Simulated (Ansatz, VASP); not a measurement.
# SiSnTeSe2: VASP beside Ansatz, part 3 of 3

Wanted: the spread between two codes on one cell, functional and k mesh. The cell is generated by rule, not measured, and may not be a known phase. The cell is taken from a series of runs on this material, whose earlier steps may have relaxed, scaled, displaced or heated it; both programs get it as it stands.

VASP 6.6.1 and Ansatz 0.2.0.

So far: The structure; VASP: zone-centre phonons, LDA.

The structure was built from a prototype and need not be the compound's stable phase.

### Step 3. Ansatz: zone-centre phonons, LDA

Level of this step: Ansatz beside VASP: Kohn-Sham DFT, plane waves, LDA (Ansatz).

Ansatz runs on norm-conserving files, of PseudoDojo where its log says so.

The same cell, functional (in two slightly different forms), mesh and smearing now go to Ansatz, which takes its cutoff from its data sets.

File input.yaml:

```yaml
crystal:
  lattice:
    - [4.7347185446, 0.0, 0.0]
    - [0.0, 4.7347185446, 0.0]
    - [0.0, 0.0, 5.3346507526]
  atoms:
    - { symbol: Sn, position: [0.0, 0.0, 0.0] }
    - { symbol: Si, position: [0.5, 0.5, 0.5] }
    - { symbol: Se, position: [0.5, 0.0, 0.5] }
    - { symbol: Se, position: [0.0, 0.5, 0.5] }
    - { symbol: Te, position: [0.5, 0.5, 0.0] }
kpoints:
  mp_grid: { grid: [6, 6, 4] }
hamiltonian:
  xc: lda
  pseudopotentials: { kind: nc, accuracy: standard }
scf:
  occupations: { method: methfessel_paxton, width: 0.27211 }
output:
  eigenvalues: true
phonons:
  method: dfpt
```

Command:

```bash
> ansatz run input.yaml --threads 4 --pin off --max-ram 8192MiB --backend cpu --events-out ev --progress --plain --runs-dir out
```

Output:

```text
zone centre: on kpoints.mp_grid the ground state, and the responses unless they are solved on pairs of k-points, stand on 48 of the mesh's 144 k-points, reduced under 8 symmetry operations, with k and −k counted as one. Each operation leaves every solved displacement unchanged or reverses it
Engine: ansatz 0.2.0, aarch64-unknown-linux-gnu
Pseudopotentials: kind: nc
Pseudopotential: Sn, nc, valence charge 14, recommended cutoff 979.609905 eV (normal), Sn.nc.azcp (PseudoDojo's, or run here from an input of PseudoDojo's; its table is named by hamiltonian.pseudopotentials.accuracy)
Pseudopotential: Si, nc, valence charge 4, recommended cutoff 435.38218 eV (normal), Si.nc.azcp (PseudoDojo's, or run here from an input of PseudoDojo's; its table is named by hamiltonian.pseudopotentials.accuracy)
Pseudopotential: Se, nc, valence charge 16, recommended cutoff 1170.089609 eV (normal), Se.nc.azcp (PseudoDojo's, or run here from an input of PseudoDojo's; its table is named by hamiltonian.pseudopotentials.accuracy)
Pseudopotential: Te, nc, valence charge 16, recommended cutoff 1120 eV (normal), Te.nc.azcp (PseudoDojo's, or run here from an input of PseudoDojo's; its table is named by hamiltonian.pseudopotentials.accuracy)
Functional definition: SPW92
  exchange = slater_x
  correlation = pw_c
Crystal: 5 atoms, lattice volume = 119.590 Å³
Basis set: ecut = 1170.089609 eV, 10845 PW (Γ), exchange–correlation on 108×108×120 points (8 copies of the dense FFT grid, shifted against one another)
Bands: 40, of which v1, the nominal top of the filled ones, is band 33 counted from 1 (32 counted from 0)
Symmetry: 16 space group operations
k-points: 48 of 144 (irreducible under 8 space group operations)
Non-local potential: Sn, projectors of the file, l = 0: 2, l = 1: 2, l = 2: 2
Non-local potential: Si, projectors of the file, l = 0: 2, l = 1: 2, l = 2: 2
Non-local potential: Se, projectors of the file, l = 0: 2, l = 1: 2, l = 2: 2
Non-local potential: Te, projectors of the file, l = 0: 3, l = 1: 2, l = 2: 2, l = 3: 2
Initial density: superposition of atomic densities (chi_scale 0.1, normalization cell, long waves kept (reshape's long-wave potential 0.04 eV rms))
Initial wavefunctions: pseudopotential atomic-orbital guess
Functional: x = slater, c = lda
SCF iter   1: F=—  HF=-11694.991301 eV  |F-HF|=—  |Δ(HF+E_count)|=         —  Δρ=3.60e-2  dr2=3.53e0  ethr=3.10e-3  ⟨swp⟩=7.5  Hψ=7887  notcnv=0
preconditioner: auto → Kerker (q_TF=auto, 2.471 Å⁻¹)  [metal: Δε(μ)=0.063 eV  Ē_g=8.770 eV  σ=0.272 eV  W_gap=0.19  n_scr=28 (ndim 8)  ℏωp=17.3 eV  f_vac=0.000  D(μ)=3.51/eV (n_scr^D=26)]
SCF iter   2: F=—  HF=-11694.284967 eV  |F-HF|=—  |Δ(HF+E_count)|=   7.06e-1  S|Δr|=    0.00e0  Δρ=1.79e-2  dr2=8.87e-1  ethr=3.10e-3  ⟨swp⟩=1.8  Hψ=2378  notcnv=0  defer=9
SCF iter   3: F=—  HF=-11694.042738 eV  |F-HF|=—  |Δ(HF+E_count)|=   2.42e-1  S|Δr|=    0.00e0  Δρ=4.15e-3  dr2=5.40e-2  ethr=1.34e-3  ⟨swp⟩=2.7  Hψ=3286  notcnv=0  defer=11
SCF iter   4: F=—  HF=-11694.031201 eV  |F-HF|=—  |Δ(HF+E_count)|=   1.15e-2  S|Δr|=    0.00e0  Δρ=1.55e-3  dr2=8.12e-3  ethr=8.18e-5  ⟨swp⟩=1.8  Hψ=2453  notcnv=0  defer=52
SCF iter   5: F=—  HF=-11694.028563 eV  |F-HF|=—  |Δ(HF+E_count)|=   2.64e-3  S|Δr|=    0.00e0  Δρ=4.93e-4  dr2=5.54e-4  ethr=1.23e-5  ⟨swp⟩=2.0  Hψ=2432  notcnv=0  defer=52
SCF iter   6: F=—  HF=-11694.028440 eV  |F-HF|=—  |Δ(HF+E_count)|=   1.24e-4  S|Δr|=    0.00e0  Δρ=1.41e-4  dr2=4.06e-5  ethr=8.39e-7  ⟨swp⟩=2.0  Hψ=2360  notcnv=0  defer=52
SCF iter   7: F=—  HF=-11694.028418 eV  |F-HF|=—  |Δ(HF+E_count)|=   2.14e-5  S|Δr|=    0.00e0  Δρ=3.25e-5  dr2=1.32e-6  ethr=6.15e-8  ⟨swp⟩=2.0  Hψ=2318  notcnv=0  defer=52
SCF iter   8: F=—  HF=-11694.028645 eV  |F-HF|=—  |Δ(HF+E_count)|=   2.27e-4  S|Δr|=    0.00e0  Δρ=9.04e-6  dr2=3.73e-8  ethr=2.00e-9  ⟨swp⟩=2.7  Hψ=3270  notcnv=0  defer=52
SCF iter   9: F=—  HF=-11694.028645 eV  |F-HF|=—  |Δ(HF+E_count)|=   4.59e-9  S|Δr|=    0.00e0  Δρ=1.36e-6  dr2=2.17e-9  ethr=5.66e-11  ⟨swp⟩=2.1  Hψ=3443  notcnv=0  defer=52
SCF iter  10: F=—  HF=-11694.028645 eV  |F-HF|=—  |Δ(HF+E_count)|=  2.26e-10  S|Δr|=    0.00e0  Δρ=3.18e-7  dr2=1.53e-10  ethr=3.28e-12  ⟨swp⟩=1.9  Hψ=2363  notcnv=0  defer=52
SCF iter  11: F=—  HF=-11694.028645 eV  |F-HF|=—  |Δ(HF+E_count)|=  1.27e-11  S|Δr|=    0.00e0  Δρ=8.25e-8  dr2=1.04e-11  ethr=1.00e-12  ⟨swp⟩=1.0  Hψ=1865  notcnv=0  defer=52
SCF iter  12: F=-11694.028645 eV  HF=-11694.028645 eV  |F-HF|=1.82e-12  |Δ(HF+E_count)|=    0.00e0  S|Δr|=    0.00e0  Δρ=2.05e-8  dr2=6.81e-13  ethr=1.00e-12  ⟨swp⟩=15.2  Hψ=11189  notcnv=0
SCF 1 converged in 12 iterations: F = -11694.028645 eV  dr2 = 6.81e-13
DFPT response loops at Γ: preconditioner auto → Kerker (q_TF=auto, 2.471 Å⁻¹) (partly filled bands, converged f_vac=0.000); β = 1.00, the filter's whole step (`scf.mixing.beta` (0.50) is not read by the response loops under this deck's `scf.mixing.preconditioner`; to damp them name `kerker` or `kerker_dos`, under which they read `scf.mixing.beta`, and type it under 1.00, their step now; both keys bind the ground state too); Broyden in place of MSR1
SCF converged after 12 iterations
Stability not checked: this state was not tested for a lower state beside it, because cold or Methfessel-Paxton smearing, or corrected tetrahedra, fill the levels in a way that the test cannot read (fill_not_monotonic; see scf.lower_state_search)
Free energy (F): -11694.028645 eV
Harris-Foulkes:  -11694.028645 eV  (|F-HF|=1.82e-12)
Internal energy: -11694.031214 eV  (E = F + TS)
E sigma→0 (E₀):  -11694.029287 eV
Entropy (-TS):   0.002569 eV (0.514 meV/atom)
Fermi energy:    9.745107 eV
Step filling:    the computed levels leave a gap of 0.0502 eV = 0.2 smearing widths at the electron count; against every level under it full and every level over it empty, smearing changes F+E_penalty+E_count by +5.734 meV and its σ→0 estimate by +5.091 meV
--- Per-component energies (eV) ---
  E_band       = -1043.104821
  E_kinetic    = 7127.156711
  E_local      = -8479.026667  (includes V_loc(G=0)·N_el)
  E_nonlocal   = -4145.866942
  E_hartree    = 3086.090641
  E_xc         = -2590.382983
  E_vxc        = -1717.549183  (∫ρ·V_xc dr)
  E_ewald      = -6692.001973
  E_smearing   = 0.002569  (= −TS)
  E_closure    = 0.000000  (closes the sum)
  Σ components = -11694.028645   (vs F -11694.028645, Δ=0.00e0)
--- Band table (eV; the first three rows and the last of 48) ---
  k-point 0: bands = [... 29 lower, 7.8843, 8.4836, 8.7554, 8.8833, 8.8833, 12.8462, 13.5882, 13.5882, ... 3 higher]
  k-point 1: bands = [... 29 lower, 7.4505, 8.2422, 8.8806, 8.8806, 9.9662, 11.2586, 13.2181, 13.2181, ... 3 higher]
  k-point 2: bands = [... 29 lower, 7.5132, 8.0354, 8.9421, 8.9421, 8.9519, 11.9106, 12.7645, 12.8593, ... 3 higher]
  k-point 47: bands = [... 29 lower, 8.5308, 9.9180, 9.9180, 10.5782, 10.6141, 11.8449, 11.8449, 12.5600, ... 3 higher]
--- Phonons (Γ-DFPT): 9 representative perturbations + reference, on 48 of 144 k-points (Σ response iterations 29) ---
  k mesh reduced under 8 symmetry operations, with k and −k counted as one. Each operation leaves every solved displacement unchanged or reverses it
  ASR residual: 1.385e-4 → 0.000e0 eV/Å²; symmetrization residual: 9.394e-5 eV/Å²
  ASR residual per site (eV/Å²): 8.04e-5 1.39e-4 1.09e-4 1.09e-4 1.05e-4
  Γ frequencies (cm⁻¹): -138.18 -102.26 -102.26 -64.52 -52.75 -52.75 -51.02 0.00 0.00 0.00 26.74 26.74 174.19 278.53 278.53
  non-analytic LO–TO correction: not included (Born effective charges unavailable; polar crystals: no LO–TO splitting at Γ)
```

In the SCF lines HF is the Harris–Foulkes energy and dr2 the Hartree energy of the density residual, in eV; the loop may stop once dr2 is under the threshold and the program's other checks hold. Hψ counts applications of the Hamiltonian.

### Step 4. Differences

Known differences besides the potentials themselves: the two LDA forms differ slightly; the data sets hold 66 valence electrons in Ansatz (on norm-conserving files, of PseudoDojo where its log says so) and 36 in VASP; the cutoff is 1170.09 eV in Ansatz and 500 eV in VASP; VASP's log shows a relativistic correction to its local exchange, Ansatz's none. Total energies have different zeros and are not compared.

Compared:

```
                                                   quantity  Ansatz    VASP  difference
     optical mode 1 (imaginary, printed as negative) (cm⁻¹)  -138.2  -136.1        -2.0
optical mode 2 to 3 (imaginary, printed as negative) (cm⁻¹)  -102.3  -102.1        -0.2
     optical mode 4 (imaginary, printed as negative) (cm⁻¹)   -64.5   -63.0        -1.6
optical mode 5 to 6 (imaginary, printed as negative) (cm⁻¹)   -52.8   -52.5        -0.3
     optical mode 7 (imaginary, printed as negative) (cm⁻¹)   -51.0   -49.1        -1.9
                                 optical mode 8 to 9 (cm⁻¹)    26.7    27.2        -0.5
                                     optical mode 10 (cm⁻¹)   174.2   178.0     -2.16 %
                               optical mode 11 to 12 (cm⁻¹)   278.5   281.2     -0.94 %
```

Modes are paired by rising frequency, not by their patterns, so a pair may set unlike modes beside each other; they are those without the splitting of longitudinal modes.

### Step 5. What came out

- r.m.s. difference of the optical zone-centre modes, each program's sorted by frequency (zone-centre phonons, LDA): 1.8 cm⁻¹
- difference in optical mode 10 (zone-centre phonons, LDA): -2.2 %

What this shows: The r.m.s. difference of the optical zone-centre modes, each program's sorted by frequency is 1.8 cm⁻¹ (zone-centre phonons, LDA). The data sets hold unlike numbers of valence electrons (66 in Ansatz and 36 in VASP), so part of the differences comes from the potentials. Among the rows given in per cent, the largest difference of the zone-centre phonons, LDA pair is in optical mode 10, -2.2 %. Such differences can come from data sets, numerical settings and the points named under the comparisons, not from the functional's error against experiment.

[Lines on the potential files, build, host, timing and source positions are cut from VASP's logs without a mark.]

[Logs are printed without paths, hosts, clocks, repeated set-up lines and the standing remarks that a program may print on its own settings, such as how far it seeks lower states.]

[Hosts, paths, dates, database ids (printed as entryN), source tags and the programs' standing remarks are cut or masked in the printed files.]
